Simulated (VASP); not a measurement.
AgBr (rock salt), at 1.04 of the tabulated volume:

```yaml
crystal:
  lattice:
    - [0.00000, 2.92297, 2.92297]
    - [2.92297, 0.00000, 2.92297]
    - [2.92297, 2.92297, 0.00000]
  atoms:
    - { symbol: Ag, position: [0.00000, 0.00000, 0.00000] }
    - { symbol: Br, position: [0.50000, 0.50000, 0.50000] }
```

The highest filled band near L, direction across the valley's axis, from PBE with spin-orbit coupling in VASP (PAW); its two spin partners are averaged. The gap over the points computed is 0.60 eV, and the next band on that side lies 0.14 eV away at the edge.

Settings: 400 eV cut-off, 9×9×9 Γ-centred mesh, Gaussian smearing of 0.050 eV, potentials Ag Br.

```json
[
 {"distance from the edge in k (1/Å)": "0.025", "distance in energy (meV)": "5.2"},
 {"distance from the edge in k (1/Å)": "0.035", "distance in energy (meV)": "10.1"},
 {"distance from the edge in k (1/Å)": "0.050", "distance in energy (meV)": "20.2"},
 {"distance from the edge in k (1/Å)": "0.070", "distance in energy (meV)": "38.1"}
]
```

Problem. Fit E(1 + αE) = ħ²k²/2m* (ħ²/2m0 = 3.810 eV Å²) and predict the row at 0.095 1/Å.

Solution. Least squares on the energies gives the hole mass m* = 0.451 m0 and α = 2.24 per eV, and so 66.3 meV. The run gave 65.8 meV, -0.5 meV from the fit.

Left out are points under 3 meV from the edge, since the levels carry 0.1 meV, and points farther than half the way to the next band.

The compound is AgBr in the rock salt structure. The cell was not relaxed at this level.
